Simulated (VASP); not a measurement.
Given:

```
CELL_PARAMETERS angstrom
      3.82576     0.00000     0.00000
     -1.91288     3.31321     0.00000
      0.00000     0.00000     6.45864
ATOMIC_POSITIONS crystal
  Sn 0.00000 0.00000 0.00000
  Se 0.66667 0.33333 0.75710
  Se 0.33333 0.66667 0.24290
```

Method: PBE GGA, VASP's PBE PAW potentials (set 64) (plane waves; VASP). Run with 300 eV cut-off, 7×7×4 Γ-centred mesh, Gaussian smearing of 0.010 eV, potentials Sn_d Se.

At this cut-off the stress carries a Pulay error, which pulls relaxed volumes low.

Task: Estimate the energy per atom (σ→0), pressure, largest force.

Result: 
```json
{
 "energy per atom (σ→0)": "-3.944 eV/atom",
 "pressure": "2.65 GPa",
 "largest_force": "0.373 eV/Å"
}
```

The structure comes from a computed database's SnSe2 entry; how it stands against other phases isn't given here. The cell was not relaxed at this level.
